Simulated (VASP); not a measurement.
# GeBi3 (Fm-3m) in VASP: a series of runs

The runs below take GeBi3 through single point, with PBE.

Program: VASP 6.6.1. These are calculated values, not measurements. Logs are shortened: lines on timing, memory, paths and dates and some standing lists are left out, and cuts for length are marked.

## 1. The structure

Symmetry: Fm-3m, No. 225, cubic system. Conventional cell: a = 7.734 Å, b = 7.734 Å, c = 7.734 Å, α = 90.00°, β = 90.00°, γ = 90.00°. Ge (site symmetry m-3m) has 8 Bi at 3.35 Å as nearest neighbours. Bi (site symmetry -43m) has 4 Ge at 3.35 Å and 4 Bi at 3.35 Å as nearest neighbours. Around Bi (site symmetry m-3m) lie 8 Bi at 3.35 Å.

The cell comes from a database or a generator and needn't be the stable form of this composition.

## 2. Single point, PBE

Contents of INCAR:

```
SYSTEM = GeBi3
ALGO     = Normal         ! electronic algorithm
EDIFF    = 1E-7           ! SCF threshold, eV
ENCUT    = 520            ! plane-wave cutoff, eV
GGA      = PE             ! functional
ISIF     = 2              ! what is computed and relaxed
ISMEAR   = 1              ! smearing method
LASPH    = .TRUE.         ! aspherical terms in the spheres
LCHARG   = .FALSE.        ! write CHGCAR
LREAL    = .FALSE.        ! projectors in reciprocal space
LWAVE    = .FALSE.        ! write WAVECAR
NBANDS   = 38             ! bands
NELM     = 100            ! most SCF steps
PREC     = Accurate       ! precision mode
SIGMA    = 0.1            ! smearing width, eV
```

Contents of KPOINTS:

```
k-points
0
G
  3 3 3
  0 0 0
```

Contents of POSCAR:

```
GeBi3
1.0
    0.0000000000      3.8668000000      3.8668000000
    3.8668000000      0.0000000000      3.8668000000
    3.8668000000      3.8668000000      0.0000000000
Ge Bi
1 3
Direct
    0.0000000000      0.0000000000      0.0000000000
    0.2500000000      0.2500000000      0.2500000000
    0.7500000000      0.7500000000      0.7500000000
    0.5000000000      0.5000000000      0.5000000000
```

Potentials or basis: VASP PAW PBE potentials, release 64 (Ge_d, Bi_d).

Command:

```console
$ cat potpaw_PBE.64/Ge_d/POTCAR potpaw_PBE.64/Bi_d/POTCAR > POTCAR
$ mpirun -np 1 vasp_std > vasp.out
```

OUTCAR:

```text
SYSTEM = GeBi3
   EDIFF = 1E-7
   ENCUT = 520
   GGA = PE
   ISIF = 2
   ISMEAR = 1
   LASPH = .TRUE.
   LREAL = .FALSE.
   NELM = 100
   PREC = Accurate

 ion  position               nearest neighbor table
   1  0.000  0.000  0.000-   3 3.35   3 3.35   3 3.35   2 3.35   3 3.35   2 3.35   2 3.35   2 3.35

   2  0.250  0.250  0.250-   1 3.35   1 3.35   1 3.35   1 3.35   4 3.35   4 3.35   4 3.35   4 3.35
                             3 3.87   3 3.87   3 3.87   3 3.87   3 3.87   3 3.87
   3  0.750  0.750  0.750-   4 3.35   4 3.35   4 3.35   1 3.35   4 3.35   1 3.35   1 3.35   1 3.35
                             2 3.87   2 3.87   2 3.87   2 3.87   2 3.87   2 3.87
   4  0.500  0.500  0.500-   2 3.35   2 3.35   2 3.35   2 3.35   3 3.35   3 3.35   3 3.35   3 3.35

  LATTYP: Found a face centered cubic cell.
 ALAT       =     7.7336000000

  Lattice vectors:

 A1 = (   0.0000000000,   3.8668000000,   3.8668000000)
 A2 = (   3.8668000000,   0.0000000000,   3.8668000000)
 A3 = (   3.8668000000,   3.8668000000,   0.0000000000)

Analysis of symmetry for initial positions (statically):
=====================================================================
 Subroutine PRICEL returns:
 Original cell was already a primitive cell.

 Routine SETGRP: Setting up the symmetry group for a
 face centered cubic supercell.

 Subroutine GETGRP returns: Found 48 space group operations
 (whereof 48 operations were pure point group operations)
 out of a pool of 48 trial point group operations.

The static configuration has the point symmetry O_h .

Analysis of symmetry for dynamics (positions and initial velocities):
=====================================================================
 Subroutine PRICEL returns:
 Original cell was already a primitive cell.

 Routine SETGRP: Setting up the symmetry group for a
 face centered cubic supercell.

 Subroutine GETGRP returns: Found 48 space group operations
 (whereof 48 operations were pure point group operations)
 out of a pool of 48 trial point group operations.

The dynamic configuration has the point symmetry O_h .

 Subroutine INISYM returns: Found 48 space group operations
 (whereof 48 operations are pure point group operations),
 and found     1 'primitive' translations

----------------------------------------------------------------------------------------

                                     Primitive cell

  volume of cell :     115.6339

  direct lattice vectors                    reciprocal lattice vectors
     0.000000000  3.866800000  3.866800000    -0.129305886  0.129305886  0.129305886
     3.866800000  0.000000000  3.866800000     0.129305886 -0.129305886  0.129305886
     3.866800000  3.866800000  0.000000000     0.129305886  0.129305886 -0.129305886

  length of vectors
     5.468481003  5.468481003  5.468481003     0.223964364  0.223964364  0.223964364

  position of ions in fractional coordinates (direct lattice)
     0.000000000  0.000000000  0.000000000
     0.250000000  0.250000000  0.250000000
     0.750000000  0.750000000  0.750000000
     0.500000000  0.500000000  0.500000000

  ion indices of the primitive-cell ions
   primitive index   ion index
                 1           1
                 2           2
                 3           3
                 4           4

----------------------------------------------------------------------------------------

 KPOINTS: k-points

Automatic generation of k-mesh.
 Grid dimensions read from file:
 generate k-points for:    3    3    3

 Generating k-lattice:

  Cartesian coordinates                     Fractional coordinates (reciprocal lattice)
    -0.043101962  0.043101962  0.043101962     0.333333333  0.000000000  0.000000000
     0.043101962 -0.043101962  0.043101962     0.000000000  0.333333333  0.000000000
     0.043101962  0.043101962 -0.043101962     0.000000000  0.000000000  0.333333333

  Length of vectors
     0.074654788  0.074654788  0.074654788

  Shift w.r.t. Gamma in fractional coordinates (k-lattice)
     0.000000000  0.000000000  0.000000000

 Subroutine IBZKPT returns following result:
 ===========================================

 Found      4 irreducible k-points:

 Following reciprocal coordinates:
            Coordinates               Weight
  0.000000  0.000000  0.000000      1.000000
  0.333333  0.000000  0.000000      8.000000
  0.333333  0.333333  0.000000      6.000000
 -0.333333  0.333333  0.000000     12.000000
   k-points           NKPTS =      4   k-points in BZ     NKDIM =      4   number of bands    NBANDS=     38
   number of dos      NEDOS =    301   number of ions     NIONS =      4
   total plane-waves  NPLWV =  74088
   dimension x,y,z NGX =    42 NGY =   42 NGZ =   42
   dimension x,y,z NGXF=    84 NGYF=   84 NGZF=   84
   ions per type =               1   3
   NGX,Y,Z   is equivalent  to a cutoff of  12.77, 12.77, 12.77 a.u.
   NGXF,Y,Z  is equivalent  to a cutoff of  25.54, 25.54, 25.54 a.u.
 SYSTEM =  GeBi3
   PREC   = accura    normal or accurate (medium, high low for compatibility)
   ISTART =      0    job   : 0-new  1-cont  2-samecut
   ICHARG =      2    charge: 1-file 2-atom 10-const
   ISPIN  =      1    spin polarized calculation?
   LNONCOLLINEAR =      F non collinear calculations
   LSORBIT =      F    spin-orbit coupling
   LASPH  =      T    aspherical Exc in radial PAW
   ENCUT  =  520.0 eV  38.22 Ry    6.18 a.u.  10.17 10.17 10.17*2*pi/ulx,y,z
   NELM   =    100;   NELMIN=  2; NELMDL= -5     # of ELM steps
   EDIFF  = 0.1E-06   stopping-criterion for ELM
   LREAL  =      F    real-space projection
   EDIFFG = 0.1E-05   stopping-criterion for IOM
   NSW    =      0    number of steps for IOM
   IBRION =     -1    ionic relax: 0-MD 1-quasi-New 2-CG
   NFREE  =      0    steps in history (QN), initial steepest desc. (CG)
   ISIF   =      2    stress and relaxation
   ISYM   =      2    0-nonsym 1-usesym 2-fastsym
   POTIM  = 0.5000    time-step for ionic-motion
   TEBEG  =    0.0;   TEEND  =   0.0 temperature during run
   PSTRESS=    0.0 pullay stress
   NELECT =      59.0000    total number of electrons
   NUPDOWN=      -1.0000    fix difference up-down
   EMIN   =  10.00;   EMAX   =-10.00  energy-range for DOS
   EFERMI =   0.00;   METHOD = LEGACY
   ISMEAR =     1;   SIGMA  =   0.10  broadening in eV -4-tet -1-fermi 0-gaus
   EFERMI_NEDOS =   21; number of points for ismear=-14 and -15
   IALGO  =     38    algorithm
   IMIX   =      4    mixing-type and parameters
     AMIX     =   0.40;   BMIX     =  1.00
     AMIX_MAG =   1.60;   BMIX_MAG =  1.00
  volume/ion in A,a.u.               =      28.91       195.08
  Fermi-wavevector in a.u.,A,eV,Ry     =   1.308169  2.472081 23.283727  1.711306
  Thomas-Fermi vector in A             =   2.438854
   LORBIT       =      0    0 simple, 1 ext, 2 COOP (PROOUT), +10 PAW based schemes
   GGA     = PE    functional components
   LHFCALC =     F    Hartree Fock is set to
   AEXX    =    0.0000 exact exchange contribution
   IVDW    =     0    specifies the selected vdW correction
   LEPSILON=     F    determine dielectric tensor
   LRPA    =     F    only Hartree local field effects (RPA)
 non-spin polarized calculation
 Methfessel and Paxton  Order N= 1 SIGMA  =   0.10
  energy-cutoff  :      520.00
  volume of cell :      115.63
 maximum number of plane-waves:      3136
 NGX is ok and might be reduce to    42
   NGX = 21   NGY = 21   NGZ = 21

 number of electron      58.9999997 magnetization

 Free energy of the ion-electron system (eV)
  ---------------------------------------------------
  ext. energy  EPLUGINS =         0.00000000
  ---------------------------------------------------
  free energy    TOTEN  =       -14.96136355 eV

  energy without entropy =      -14.95373440  energy(sigma->0) =      -14.95882050

 E-fermi :   7.4587     XC(G=0): -10.3292

 val. band max:        7.4217813892   @ k =  -0.3333   0.3333   0.0000
 cond. band min:       7.8378408578   @ k =   0.3333   0.3333   0.0000
 fundamental gap:      0.4160594687
 Fermi energy:         7.4587395104

 k-point     1 :       0.0000    0.0000    0.0000
  band No.  band energies     occupation
      1     -17.4393      2.00000
      2     -17.4393      2.00000
      3     -17.4393      2.00000
      4     -17.4373      2.00000
      5     -17.4373      2.00000
      6     -15.6728      2.00000
      7     -15.6728      2.00000
      8     -15.6728      2.00000
      9     -15.6575      2.00000
     10     -15.6575      2.00000
     11     -15.5442      2.00000
     12     -15.5442      2.00000
     13     -15.5442      2.00000
     14     -15.5206      2.00000
     15     -15.5206      2.00000
     16     -15.4813      2.00000
     17     -15.4813      2.00000
     18     -15.4645      2.00000
     19     -15.4645      2.00000
     20     -15.4645      2.00000
     21      -5.9971      2.00000
     22      -2.3435      2.00000
     23      -1.5416      2.00000
     24       0.9088      2.00000
     25       5.0909      2.00000
     26       5.0909      2.00000
     27       5.0909      2.00000
     28       5.2761      2.00000
     29       5.2761      2.00000
     30       5.2761      2.00000
     31       6.0682      2.00000
     32       6.0682      2.00000
     33       6.0682      2.00000
     34      11.1586      0.00000
     35      11.1586      0.00000
     36      13.0244      0.00000
     37      13.0244      0.00000
     38      13.0244      0.00000

 k-point     2 :       0.3333    0.0000    0.0000
  band No.  band energies     occupation
      1     -17.4394      2.00000
      2     -17.4394      2.00000
      3     -17.4393      2.00000
      4     -17.4371      2.00000
      5     -17.4371      2.00000
      6     -15.6867      2.00000
      7     -15.6867      2.00000
      8     -15.6693      2.00000
      9     -15.6375      2.00000
     10     -15.6375      2.00000
     11     -15.5320      2.00000
     12     -15.5320      2.00000
     13     -15.5214      2.00000
     14     -15.5214      2.00000
     15     -15.5200      2.00000
     16     -15.5009      2.00000
     17     -15.5009      2.00000
     18     -15.4950      2.00000
     19     -15.4606      2.00000
     20     -15.4606      2.00000
     21      -5.2559      2.00000
     22      -3.1837      2.00000
     23      -2.0918      2.00000
     24       0.0510      2.00000
     25       4.1928      2.00000
     26       4.1928      2.00000
     27       4.6048      2.00000
     28       4.9971      2.00000
     29       4.9971      2.00000
     30       7.8389     -0.00000
     31       7.8389     -0.00000
     32       8.5994     -0.00000
     33       8.7450     -0.00000
     34      10.1488      0.00000
     35      11.3318      0.00000
     36      11.3318      0.00000
     37      13.6394      0.00000
     38      13.6394      0.00000

 k-point     3 :       0.3333    0.3333    0.0000
  band No.  band energies     occupation
      1     -17.4394      2.00000
      2     -17.4394      2.00000
      3     -17.4393      2.00000
      4     -17.4372      2.00000
      5     -17.4371      2.00000
      6     -15.6936      2.00000
      7     -15.6936      2.00000
      8     -15.6540      2.00000
      9     -15.6402      2.00000
     10     -15.6300      2.00000
     11     -15.5469      2.00000
     12     -15.5389      2.00000
     13     -15.5238      2.00000
     14     -15.5238      2.00000
     15     -15.5172      2.00000
     16     -15.5096      2.00000
     17     -15.4899      2.00000
     18     -15.4820      2.00000
     19     -15.4592      2.00000
     20     -15.4592      2.00000
     21      -5.0003      2.00000
     22      -2.8560      2.00000
     23      -2.6762      2.00000
     24      -0.3722      2.00000
     25       2.7493      2.00000
     26       2.7493      2.00000
     27       5.8586      2.00000
     28       7.1530      2.00014
     29       7.1530      2.00014
     30       7.8378     -0.00000
     31       7.9821     -0.00000
     32       8.9721     -0.00000
     33       9.6902      0.00000
     34       9.6902      0.00000
     35      10.4295      0.00000
     36      10.4295      0.00000
     37      12.0633      0.00000
     38      14.8635      0.00000

 k-point     4 :      -0.3333    0.3333    0.0000
  band No.  band energies     occupation
      1     -17.4394      2.00000
      2     -17.4394      2.00000
      3     -17.4394      2.00000
      4     -17.4371      2.00000
      5     -17.4370      2.00000
      6     -15.6936      2.00000
      7     -15.6817      2.00000
      8     -15.6743      2.00000
      9     -15.6306      2.00000
     10     -15.6235      2.00000
     11     -15.5404      2.00000
     12     -15.5390      2.00000
     13     -15.5267      2.00000
     14     -15.5262      2.00000
     15     -15.5187      2.00000
     16     -15.5041      2.00000
     17     -15.5002      2.00000
     18     -15.4867      2.00000
     19     -15.4637      2.00000
     20     -15.4526      2.00000
     21      -4.2069      2.00000
     22      -3.5939      2.00000
     23      -3.0640      2.00000
     24      -0.7550      2.00000
     25       3.0055      2.00000
     26       4.8459      2.00000
     27       4.9300      2.00000
     28       5.0600      2.00000
     29       7.2106      2.00251
     30       7.4218      1.58069
     31       8.1560     -0.00000
     32       9.3936     -0.00000
     33      10.0738      0.00000
     34      10.9595      0.00000
     35      11.1058      0.00000
     36      11.7189      0.00000
     37      14.3880      0.00000
     38      15.2945      0.00000

------------------------ aborting loop because EDIFF is reached ----------------------------------------

  FORCE on cell =-STRESS in cart. coord.  units (eV):
  Direction    XX          YY          ZZ          XY          YZ          ZX
  --------------------------------------------------------------------------------------
  -------------------------------------------------------------------------------------
  Total       -0.2950183     -0.2950183     -0.2950183     -0.0000000     -0.0000000     -0.0000000
  in kB       -4.0876573     -4.0876573     -4.0876573     -0.0000000     -0.0000000     -0.0000000
  external PRESSURE =      -4.0876573 kB  Pullay stress =       0.0000000 kB

 VOLUME and BASIS-vectors are now :
 -----------------------------------------------------------------------------
  energy-cutoff  :      520.00
  volume of cell :      115.63
      direct lattice vectors                 reciprocal lattice vectors
     0.000000000  3.866800000  3.866800000    -0.129305886  0.129305886  0.129305886
     3.866800000  0.000000000  3.866800000     0.129305886 -0.129305886  0.129305886
     3.866800000  3.866800000  0.000000000     0.129305886  0.129305886 -0.129305886

 POSITION                                       TOTAL-FORCE (eV/Angst)
 -----------------------------------------------------------------------------------
      0.00000      0.00000      0.00000        -0.000000     -0.000000      0.000000
      1.93340      1.93340      1.93340         0.000000      0.000000      0.000000
      5.80020      5.80020      5.80020        -0.000000     -0.000000     -0.000000
      3.86680      3.86680      3.86680        -0.000000     -0.000000      0.000000
 -----------------------------------------------------------------------------------
    total drift:                               -0.000000     -0.000000      0.000000

  FREE ENERGIE OF THE ION-ELECTRON SYSTEM (eV)
  ---------------------------------------------------
  free  energy   TOTEN  =       -14.9613635489 eV

  energy  without entropy=      -14.9537343976  energy(sigma->0) =      -14.95882050
```

Wall time 18 s (1 thread of Intel Xeon Platinum 8488C (Sapphire Rapids), shared host); peak memory 0.24 GiB.

Results:

```yaml
Free_energy: -14.9614 eV
Pressure: -0.4 GPa
Band_gap_on_the_k_mesh: none (metal or under the smearing width)
```

Caveat: the k mesh is coarse (spacing up to 0.47 Å⁻¹), so the values aren't converged; spin-orbit coupling is left out, which moves the levels of the heavy elements.

## 3. Single point, PBE

Contents of INCAR:

```
SYSTEM = GeBi3
PREC     = Accurate       ! precision mode
ENCUT    = 520            ! plane-wave cutoff, eV
EDIFF    = 1E-6           ! SCF threshold, eV
ISMEAR   = 1              ! smearing method
SIGMA    = 0.1            ! smearing width, eV
LREAL    = .FALSE.        ! projectors in reciprocal space
LASPH    = .TRUE.         ! aspherical terms in the spheres
NELM     = 100            ! most SCF steps
ALGO     = Fast           ! electronic algorithm
ISIF     = 2              ! what is computed and relaxed
LWAVE    = .FALSE.        ! write WAVECAR
LCHARG   = .FALSE.        ! write CHGCAR
GGA      = PE             ! functional
NBANDS   = 38             ! bands
```

Contents of KPOINTS:

```
Automatic mesh
0
G
  4 4 4
  0 0 0
```

POSCAR is that of step 2.

Potentials or basis: VASP PAW PBE potentials, release 64 (Ge_d, Bi_d).

Command:

```console
$ cat potpaw_PBE.64/Ge_d/POTCAR potpaw_PBE.64/Bi_d/POTCAR > POTCAR
$ mpirun -np 1 vasp_std > vasp.out
```

Run time: 43 s. Hardware: 1 thread of Intel Xeon Platinum 8488C (Sapphire Rapids), shared host; peak memory 0.26 GiB.

The run converged. Its results:

| Quantity | Value |
| --- | --- |
| Free energy | -14.9102 eV |
| Pressure | 0.9 GPa |
| Band gap on the k mesh | none (metal or under the smearing width) |

Levels at points of the mesh, in eV from the Fermi level:
```
           k point  band 27  band 28  band 29  band 30  band 31  band 32  band 33  band 34
(0.00, 0.00, 0.00)    -2.06    -1.84    -1.84    -1.84    -1.05    -1.05    -1.05     4.02
(0.50, 0.00, 0.00)    -2.43    -2.43    -1.01    -0.74     2.35     2.35     2.50     2.50
(0.50, 0.50, 0.00)    -0.12    -0.06     1.39     1.39     1.58     1.58     2.30     2.31
```

Caveat: spin-orbit coupling is left out, which moves the levels of the heavy elements.
